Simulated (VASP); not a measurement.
Input:

```xyz
2
Lattice="0.0000 2.6858 2.6858 2.6858 0.0000 2.6858 2.6858 2.6858 0.0000" Properties=species:S:1:pos:R:3 pbc="T T T"
Cu     5.3716     5.3716     5.3716
Cl     1.3429     1.3429     1.3429
```

These are HSEsol screened hybrid, VASP's PBE PAW potentials (set 64) (plane waves; VASP) values and carry that method's errors. Numerical set-up: 520 eV cut-off, 6×6×6 Γ-centred mesh, Gaussian smearing of 0.050 eV, potentials Cu Cl.

### Question
What does the run give for the energy per atom (σ→0), pressure, band gap (on the k-mesh) with the smallest direct gap where there is one?

### Answer

* **band gap (on the k-mesh)**: 2.25 eV
* **smallest direct gap (on the k-mesh)**: 2.25 eV
* **energy per atom (σ→0)**: -4.035 eV/atom
* **pressure**: -1.10 GPa

The absolute energy has meaning only against runs of the same code, potentials and settings.

The compound is CuCl in the zinc blende structure. This cell is one point of a volume scan, at 0.97 of the reference volume. The cell's shape comes from a PBE relaxation.
